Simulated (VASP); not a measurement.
# Y2C in VASP: further runs

Runs on Y2C. Level: PBEsol. Tasks: single point.

Program: VASP 6.6.1. These are calculated values, not measurements. Logs are shortened: lines on timing, memory, paths and dates and some standing lists are left out, and cuts for length are marked.

### Step 1. The slab as given

The cell holds a slab with vacuum, 6 atoms: a = 3.625 Å, b = 3.625 Å, c = 20.697 Å, α = 90.00°, β = 90.00°, γ = 120.00°.

### Step 2. Single point, PBEsol

File INCAR:

```
SYSTEM = Y2C
PREC = Accurate ; ENCUT = 460
EDIFF = 1E-7 ; ISMEAR = 1
SIGMA = 0.1 ; LREAL = .False.
LASPH = .True. ; NELM = 120
ALGO = Normal ; ISIF = 2
LWAVE = .False. ; LCHARG = .False.
LDIPOL = .True. ; IDIPOL = 3
DIPOL = 0.5 0.5 0.500 ; GGA = PS
NBANDS = 40 ; LVHAR = .True.
LVACPOTAV = .True.
```

File KPOINTS:

```
Automatic mesh
0
Gamma
  16 16 1
  0 0 0
```

File POSCAR:

```
Y2C
1.0
    3.6248384738      0.0000000000      0.0000000000
   -1.8124192369      3.1392022029      0.0000000000
    0.0000000000      0.0000000000     20.6970909600
Y C
4 2
Direct
    0.0000000000      0.0000000000      0.2898958125
    0.3333333333      0.6666666667      0.4207881666
    0.6666666667      0.3333333333      0.5792118334
    0.0000000000      0.0000000000      0.7101041875
    0.6666666667      0.3333333333      0.3553419896
    0.3333333333      0.6666666667      0.6446580104
```

Potentials or basis: VASP PAW PBE potentials, release 64 (Y_sv, C).

Launch:

```bash
$ cat potpaw_PBE.64/Y_sv/POTCAR potpaw_PBE.64/C/POTCAR > POTCAR
$ mpirun -np 1 vasp_std > vasp.out
```

OUTCAR:

```text
SYSTEM = Y2C
   PREC = Accurate
   ENCUT = 460
   EDIFF = 1E-7
   ISMEAR = 1
   LREAL = .False.
   LASPH = .True.
   NELM = 120
   ISIF = 2
   GGA = PS

 Found     30 irreducible k-points:

 Following reciprocal coordinates:
            Coordinates               Weight
  0.000000  0.000000  0.000000      1.000000
  0.062500 -0.000000  0.000000      6.000000
  0.125000 -0.000000  0.000000      6.000000
  0.187500 -0.000000  0.000000      6.000000
  0.250000 -0.000000  0.000000      6.000000
  0.312500 -0.000000  0.000000      6.000000
   k-points           NKPTS =     30   k-points in BZ     NKDIM =     30   number of bands    NBANDS=     40
   number of dos      NEDOS =    301   number of ions     NIONS =      6
   total plane-waves  NPLWV = 117600
   dimension x,y,z NGX =    28 NGY =   28 NGZ =  150
   dimension x,y,z NGXF=    56 NGYF=   56 NGZF=  300
   ions per type =               4   2
   NGX,Y,Z   is equivalent  to a cutoff of  12.84, 12.84, 12.05 a.u.
   NGXF,Y,Z  is equivalent  to a cutoff of  25.68, 25.68, 24.10 a.u.
 SYSTEM =  Y2C
   PREC   = accura    normal or accurate (medium, high low for compatibility)
   ISTART =      0    job   : 0-new  1-cont  2-samecut
   ICHARG =      2    charge: 1-file 2-atom 10-const
   ISPIN  =      1    spin polarized calculation?
   LNONCOLLINEAR =      F non collinear calculations
   LSORBIT =      F    spin-orbit coupling
   LASPH  =      T    aspherical Exc in radial PAW
   ENCUT  =  460.0 eV  33.81 Ry    5.81 a.u.   6.34  6.34 36.19*2*pi/ulx,y,z
   NELM   =    120;   NELMIN=  2; NELMDL= -5     # of ELM steps
   EDIFF  = 0.1E-06   stopping-criterion for ELM
   LREAL  =      F    real-space projection
   EDIFFG = 0.1E-05   stopping-criterion for IOM
   NSW    =      0    number of steps for IOM
   IBRION =     -1    ionic relax: 0-MD 1-quasi-New 2-CG
   NFREE  =      0    steps in history (QN), initial steepest desc. (CG)
   ISIF   =      2    stress and relaxation
   ISYM   =      2    0-nonsym 1-usesym 2-fastsym
   POTIM  = 0.5000    time-step for ionic-motion
   TEBEG  =    0.0;   TEEND  =   0.0 temperature during run
   PSTRESS=    0.0 pullay stress
   NELECT =      52.0000    total number of electrons
   NUPDOWN=      -1.0000    fix difference up-down
   EMIN   =  10.00;   EMAX   =-10.00  energy-range for DOS
   EFERMI =   0.00;   METHOD = LEGACY
   ISMEAR =     1;   SIGMA  =   0.10  broadening in eV -4-tet -1-fermi 0-gaus
   EFERMI_NEDOS =   21; number of points for ismear=-14 and -15
   IALGO  =     38    algorithm
   IMIX   =      4    mixing-type and parameters
     AMIX     =   0.40;   BMIX     =  1.00
     AMIX_MAG =   1.60;   BMIX_MAG =  1.00
  volume/ion in A,a.u.               =      39.25       264.89
  Fermi-wavevector in a.u.,A,eV,Ry     =   0.989472  1.869831 13.320851  0.979055
  Thomas-Fermi vector in A             =   2.121073
   LORBIT       =      0    0 simple, 1 ext, 2 COOP (PROOUT), +10 PAW based schemes
   GGA     = PS    functional components
   LHFCALC =     F    Hartree Fock is set to
   AEXX    =    0.0000 exact exchange contribution
   IVDW    =     0    specifies the selected vdW correction
   LEPSILON=     F    determine dielectric tensor
   LRPA    =     F    only Hartree local field effects (RPA)
 non-spin polarized calculation
 Methfessel and Paxton  Order N= 1 SIGMA  =   0.10
  energy-cutoff  :      460.00
  volume of cell :      235.51
 maximum number of plane-waves:      5313
 NGX is ok and might be reduce to    28
   NGX = 13   NGY = 13   NGZ = 73

 dipolmoment           0.000000      0.000000      0.000000 electrons x Angstroem

 number of electron      52.0000000 magnetization

 dipolmoment           0.000000      0.000000     -0.000000 electrons x Angstroem

 Free energy of the ion-electron system (eV)
  ---------------------------------------------------
  ext. energy  EPLUGINS =         0.00000000
  ---------------------------------------------------
  free energy    TOTEN  =       -47.25857010 eV

  energy without entropy =      -47.25576495  energy(sigma->0) =      -47.25763505

 E-fermi :   0.4847     XC(G=0):  -6.6190

 val. band max:        0.4833621696   @ k =   0.4375   0.1250   0.0000
 cond. band min:       0.4933849994   @ k =   0.2500   0.1250   0.0000
 fundamental gap:      0.0100228298
 Fermi energy:         0.4846948048

 k-point     1 :       0.0000    0.0000    0.0000
  band No.  band energies     occupation
      1     -41.9082      2.00000
      2     -41.9081      2.00000
      3     -41.4165      2.00000
      4     -41.4046      2.00000
      5     -22.1463      2.00000
      6     -22.1295      2.00000
      7     -21.7348      2.00000
      8     -21.7348      2.00000
      9     -21.7347      2.00000
     10     -21.7347      2.00000
     11     -21.4995      2.00000
     12     -21.3720      2.00000
     13     -21.2656      2.00000
     14     -21.2656      2.00000
     15     -21.2515      2.00000
     16     -21.2515      2.00000
     17      -8.7938      2.00000
     18      -8.7263      2.00000
     19      -3.4717      2.00000
     20      -3.1940      2.00000
     21      -1.1043      2.00000
     22      -0.9476      2.00000
     23      -0.9476      2.00000
     24      -0.9162      2.00000
     25      -0.9162      2.00000
     26      -0.2506      2.00000
     27       0.1287      2.00001
     28       1.6697     -0.00000
     29       2.2380     -0.00000
     30       2.4675     -0.00000
     31       2.4675     -0.00000
     32       2.5553      0.00000
     33       2.5553      0.00000
     34       3.7616      0.00000
     35       3.9910      0.00000
     36       3.9910      0.00000
     37       4.0784      0.00000
     38       4.0784      0.00000

 k-point     2 :       0.0625   -0.0000    0.0000
  band No.  band energies     occupation
      1     -41.9065      2.00000
      2     -41.9065      2.00000
      3     -41.4149      2.00000
      4     -41.4032      2.00000
      5     -22.1418      2.00000
      6     -22.1260      2.00000
      7     -21.7545      2.00000
      8     -21.7539      2.00000
      9     -21.7390      2.00000
     10     -21.7389      2.00000
     11     -21.4961      2.00000
     12     -21.3713      2.00000
     13     -21.2818      2.00000
     14     -21.2696      2.00000
     15     -21.2684      2.00000
     16     -21.2549      2.00000
     17      -8.7612      2.00000
     18      -8.6977      2.00000
     19      -3.3924      2.00000
     20      -3.1178      2.00000
     21      -1.4114      2.00000
     22      -1.0836      2.00000
     23      -0.9313      2.00000
     24      -0.9017      2.00000
     25      -0.6703      2.00000
     26      -0.1302      2.00000
     27       0.1406      2.00001
     28       1.6940     -0.00000
     29       2.2601     -0.00000
     30       2.3192     -0.00000
     31       2.3411     -0.00000
     32       2.5238      0.00000
     33       2.6216      0.00000
     34       3.5698      0.00000
     35       3.7401      0.00000
     36       3.8143      0.00000
     37       3.9213      0.00000
     38       4.1272      0.00000

 k-point     3 :       0.1250   -0.0000    0.0000
  band No.  band energies     occupation
      1     -41.9019      2.00000
      2     -41.9019      2.00000
      3     -41.4103      2.00000
      4     -41.3992      2.00000
      5     -22.1293      2.00000
      6     -22.1161      2.00000
      7     -21.8087      2.00000
      8     -21.8072      2.00000
      9     -21.7510      2.00000
     10     -21.7509      2.00000
     11     -21.4887      2.00000
     12     -21.3721      2.00000
     13     -21.3255      2.00000
     14     -21.3152      2.00000
     15     -21.2808      2.00000
     16     -21.2645      2.00000
     17      -8.6715      2.00000
     18      -8.6186      2.00000
     19      -3.1677      2.00000
     20      -2.9021      2.00000
     21      -1.7570      2.00000
     22      -1.3942      2.00000
     23      -0.8898      2.00000
     24      -0.8657      2.00000
     25      -0.4214      2.00000
     26       0.0650      2.00000
     27       0.1974      2.00037
     28       1.6804     -0.00000
     29       1.8709     -0.00000
     30       1.9942     -0.00000
     31       2.3505     -0.00000
     32       2.6811      0.00000
     33       2.8105      0.00000
     34       3.1213      0.00000
     35       3.4913      0.00000
     36       3.6800      0.00000
     37       4.0300      0.00000
     38       4.0947      0.00000

 k-point     4 :       0.1875   -0.0000    0.0000
  band No.  band energies     occupation
      1     -41.8950      2.00000
      2     -41.8950      2.00000
      3     -41.4033      2.00000
      4     -41.3932      2.00000
      5     -22.1121      2.00000
      6     -22.1027      2.00000
      7     -21.8852      2.00000
      8     -21.8834      2.00000
      9     -21.7689      2.00000
     10     -21.7688      2.00000
     11     -21.4830      2.00000
     12     -21.4054      2.00000
     13     -21.3809      2.00000
     14     -21.3584      2.00000
     15     -21.2973      2.00000
     16     -21.2789      2.00000
     17      -8.5456      2.00000
     18      -8.5079      2.00000
     19      -2.8561      2.00000
     20      -2.5967      2.00000
     21      -2.0063      2.00000
     22      -1.6759      2.00000
     23      -0.8413      2.00000
     24      -0.8273      2.00000
     25      -0.3052      2.00000
     26       0.2441      2.00349
     27       0.3084      2.03180
     28       1.2938     -0.00000
     29       1.4167     -0.00000
     30       1.9207     -0.00000
     31       2.4709     -0.00000
     32       2.7965      0.00000
     33       2.9058      0.00000
     34       3.0908      0.00000
     35       3.3288      0.00000
     36       3.7386      0.00000
     37       4.1683      0.00000
     38       4.2496      0.00000

 k-point     5 :       0.2500   -0.0000    0.0000
  band No.  band energies     occupation
      1     -41.8868      2.00000
      2     -41.8868      2.00000
      3     -41.3951      2.00000
      4     -41.3862      2.00000
      5     -22.0974      2.00000
      6     -22.0922      2.00000
      7     -21.9676      2.00000
      8     -21.9663      2.00000
      9     -21.7899      2.00000
     10     -21.7897      2.00000
     11     -21.5006      2.00000
     12     -21.4741      2.00000
     13     -21.4363      2.00000
     14     -21.3629      2.00000
     15     -21.3165      2.00000
     16     -21.2961      2.00000
     17      -8.4115      2.00000
     18      -8.3897      2.00000
     19      -2.6604      2.00000
     20      -2.3552      2.00000
     21      -1.9943      2.00000
     22      -1.7600      2.00000
     23      -0.8073      2.00000
     24      -0.8034      2.00000
     25      -0.2736      2.00000
     26       0.3918      2.03230
     27       0.4221      1.86239
     28       0.8720     -0.00000
     29       1.0208     -0.00000
     30       1.8796     -0.00000
     31       2.6166      0.00000
     32       2.6806      0.00000
     33       3.1694      0.00000
     34       3.3540      0.00000
     35       3.4264      0.00000
     36       4.0378      0.00000
     37       4.2362      0.00000
     38       4.4276      0.00000

 k-point     6 :       0.3125   -0.0000    0.0000
  band No.  band energies     occupation
      1     -41.8786      2.00000
      2     -41.8786      2.00000
      3     -41.3867      2.00000
      4     -41.3793      2.00000
      5     -22.1076      2.00000
      6     -22.1066      2.00000
      7     -22.0256      2.00000
      8     -22.0232      2.00000
      9     -21.8108      2.00000
     10     -21.8105      2.00000
     11     -21.5634      2.00000
     12     -21.5405      2.00000
     13     -21.4434      2.00000
     14     -21.3669      2.00000
     15     -21.3356      2.00000
     16     -21.3132      2.00000
     17      -8.2944      2.00000
     18      -8.2861      2.00000
     19      -2.6890      2.00000
     20      -2.3971      2.00000
     21      -1.6548      2.00000
     22      -1.5285      2.00000
     23      -0.8089      2.00000
     24      -0.7891      2.00000
     25      -0.2481      2.00000
     26       0.3766      2.06320
     27       0.5002      0.74087
     28       0.6926     -0.01228
     29       0.7771     -0.00028
     30       1.7893     -0.00000
     31       2.7417      0.00000
     32       2.8083      0.00000
     33       3.4839      0.00000
     34       3.5341      0.00000
     35       3.8126      0.00000
     36       4.1571      0.00000
     37       4.4890      0.00000
     38       4.8472      0.00000

 [... further k-points ...]

 [bands above 38 left out]

------------------------ aborting loop because EDIFF is reached ----------------------------------------

  FORCE on cell =-STRESS in cart. coord.  units (eV):
  Direction    XX          YY          ZZ          XY          YZ          ZX
  --------------------------------------------------------------------------------------
  -------------------------------------------------------------------------------------
  Total       -4.4420435     -4.4420435     -2.7395025     -0.0000000     -0.0000000      0.0000000
  in kB      -30.2187249    -30.2187249    -18.6365292     -0.0000000     -0.0000000      0.0000000
  external PRESSURE =     -26.3579930 kB  Pullay stress =       0.0000000 kB

 VOLUME and BASIS-vectors are now :
 -----------------------------------------------------------------------------
  energy-cutoff  :      460.00
  volume of cell :      235.51
      direct lattice vectors                 reciprocal lattice vectors
     3.624838474  0.000000000  0.000000000     0.275874362  0.159276137  0.000000000
    -1.812419237  3.139202203  0.000000000     0.000000000  0.318552274  0.000000000
     0.000000000  0.000000000 20.697090960     0.000000000  0.000000000  0.048315969

 POSITION                                       TOTAL-FORCE (eV/Angst)
 -----------------------------------------------------------------------------------
      0.00000      0.00000      6.00000        -0.000000      0.000000      0.813284
     -0.00000      2.09280      8.70909        -0.000000      0.000000     -0.339363
      1.81242      1.04640     11.98800         0.000000      0.000000      0.339363
      0.00000      0.00000     14.69709        -0.000000     -0.000000     -0.813284
      1.81242      1.04640      7.35455        -0.000000     -0.000000     -0.549705
     -0.00000      2.09280     13.34255         0.000000      0.000000      0.549705
 -----------------------------------------------------------------------------------
    total drift:                               -0.000000      0.000000     -0.000000

  FREE ENERGIE OF THE ION-ELECTRON SYSTEM (eV)
  ---------------------------------------------------
  free  energy   TOTEN  =       -47.2585700963 eV

  energy  without entropy=      -47.2557649457  energy(sigma->0) =      -47.25763505
```

It took 3.9 min on 1 thread of Intel Xeon 6975P-C (Granite Rapids), shared host; peak memory 0.45 GiB.

The run converged, but some of its settings lie outside the range that counts as converged, so its numbers aren't taken as properties of the slab.

What came out:

| Item | Value |
| --- | --- |
| Free energy | -47.2586 eV |
| Largest force | 0.813 eV/Å |
| Band gap on the k mesh | none (metal or under the smearing width) |

Caveat: the cutoff is under 1.25 times the usual one of these potentials, so pressure, stress and relaxed cells hold a basis-set (Pulay) error; the PAW data sets were made with another functional, which shifts forces and pressure a little.

### Step 3. Single point, PBEsol

This run uses another cell than the first one, of 44.94 Å³/atom, 1.145 times its volume.

File INCAR:

```
  PREC = Accurate
  ENCUT = 650
  EDIFF = 1E-7
  ISMEAR = 1
  SIGMA = 0.1
  LREAL = False
  LASPH = True
  NELM = 120
  ALGO = Normal
  ISIF = 2
  LWAVE = False
  LCHARG = False
  LDIPOL = True
  IDIPOL = 3
  DIPOL = 0.5 0.5 0.500
  GGA = PS
  NBANDS = 40
  LVHAR = True
  LVACPOTAV = True
```

File KPOINTS:

```
regular mesh
0
Gamma
  16 16 1
```

File POSCAR:

```
Y2C
1.0
    3.6248384738      0.0000000000      0.0000000000
   -1.8124192369      3.1392022029      0.0000000000
    0.0000000000      0.0000000000     23.6970909600
Y C
4 2
Direct
    0.0000000000      0.0000000000      0.3164945441
    0.3333333333      0.6666666667      0.4308162119
    0.6666666667      0.3333333333      0.5691837881
    0.0000000000      0.0000000000      0.6835054559
    0.6666666667      0.3333333333      0.3736553780
    0.3333333333      0.6666666667      0.6263446220
```

Potentials or basis: VASP PAW PBE potentials, release 64 (Y_sv, C).

Launch:

```bash
$ cat potpaw_PBE.64/Y_sv/POTCAR potpaw_PBE.64/C/POTCAR > POTCAR
$ mpirun -np 1 vasp_std > vasp.out
```

Wall time 15 min (1 thread of Intel Xeon Platinum 8559C (Emerald Rapids), shared host); peak memory 0.66 GiB.

The run converged, but some of its settings lie outside the range that counts as converged, so its numbers aren't taken as properties of the slab.

What came out:

```
Free energy                     : -47.2579 eV
Largest force                   : 0.814 eV/Å
Band gap on the k mesh          : none (metal or under the smearing width)
Work function of the upper face : 3.90 eV
Work function of the lower face : 3.90 eV
```

Caveat: the PAW data sets were made with another functional, which shifts forces and pressure a little.

### Step 4. Single point, PBEsol

INCAR, as its differences from that of step 3:

```diff
@@ -1,3 +1,3 @@
   PREC = Accurate
-  ENCUT = 650
+  ENCUT = 400
   EDIFF = 1E-7
```

File KPOINTS:

```
regular mesh
0
Gamma
  7 7 1
```

File POSCAR:

```
Y2C
1.0
    3.6248384738      0.0000000000      0.0000000000
   -1.8124192369      3.1392022029      0.0000000000
    0.0000000000      0.0000000000     20.6970909600
Y C
4 2
Direct
    0.0000000000      0.0000000000      0.2898958125
    0.3333333333      0.6666666667      0.4207881666
    0.6666666667      0.3333333333      0.5792118334
    0.0000000000      0.0000000000      0.7101041875
    0.6666666667      0.3333333333      0.3553419896
    0.3333333333      0.6666666667      0.6446580104
```

Launch:

```bash
$ cat potpaw_PBE.64/Y_sv/POTCAR potpaw_PBE.64/C/POTCAR > POTCAR
$ mpirun -np 1 vasp_std > vasp.out
```

Run time: 90 s. Hardware: 1 thread of Intel Xeon Platinum 8559C (Emerald Rapids), shared host; peak memory 0.27 GiB.

These settings aren't checked as converged: the numbers below hold their error.

Results:

```yaml
Free_energy: -47.2379 eV
Largest_force: 0.816 eV/Å
Band_gap_on_the_k_mesh: none (metal or under the smearing width)
```

Caveat: the cutoff is under 1.25 times the usual one of these potentials, so pressure, stress and relaxed cells hold a basis-set (Pulay) error; the PAW data sets were made with another functional, which shifts forces and pressure a little.

### Step 5. Single point, PBEsol

INCAR, as its differences from that of step 4:

```diff
@@ -1,3 +1,3 @@
   PREC = Accurate
-  ENCUT = 400
+  ENCUT = 520
   EDIFF = 1E-7
```

KPOINTS is that of step 4.

POSCAR is that of step 4.

Launch:

```bash
$ cat potpaw_PBE.64/Y_sv/POTCAR potpaw_PBE.64/C/POTCAR > POTCAR
$ mpirun -np 1 vasp_std > vasp.out
```

It took 2.3 min on 1 thread of Intel Xeon Platinum 8559C (Emerald Rapids), shared host; peak memory 0.37 GiB.

The run converged, but some of its settings lie outside the range that counts as converged, so its numbers aren't taken as properties of the slab.

What came out:

```
Free energy            : -47.2298 eV
Largest force          : 0.816 eV/Å
Band gap on the k mesh : none (metal or under the smearing width)
```

Caveat: the PAW data sets were made with another functional, which shifts forces and pressure a little.
